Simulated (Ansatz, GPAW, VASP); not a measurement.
**One calculation of TaTl, 3 ways**

```xyz
2
Lattice="3.6221 0.0000 0.0000 0.0000 3.6221 0.0000 0.0000 0.0000 3.6221" Properties=species:S:1:pos:R:3 pbc="T T T"
Ta    0.0000    0.0000    0.0000
Tl    1.8111    1.8111    1.8111
```

Alike in all runs: task band structure; functional LDA; k mesh 5 × 5 × 5; occupations fermi-dirac, width 0.05 eV; no spin polarisation; no spin-orbit coupling. LDA stands for any of its common fits. Pressure is positive in compression and, in plane waves, holds the error of the finite cutoff, which Ansatz's Pulay term estimates and takes out.

| program and potentials | plane-wave cutoff (eV) | notes | pressure (GPa) |
| --- | --- | --- | --- |
| Ansatz, Ansatz PAW | 420 | potentials made for PBE, which Ansatz adapts in part; 13 valence electrons an atom on average; Pulay term of +0.04 GPa included | -19.90 |
| GPAW, the program's PAW data sets (release 1.2.1) made for this functional | 600 | 13 valence electrons an atom on average | -20.27 |
| VASP, LDA PAW files Ta_pv, Tl_d, 520 eV | 520 | 12 valence electrons an atom on average | -19.70 |

The pressure spans -20.27 (GPAW, the program's PAW data sets (release 1.2.1) made for this functional) to -19.70 GPa (VASP, LDA PAW files Ta_pv, Tl_d, 520 eV). The cell lies far from this level's equilibrium.

The functional is the same throughout but for its coding, so the spread measures potentials, basis and numerics; runs on potential files found faulty are left out.
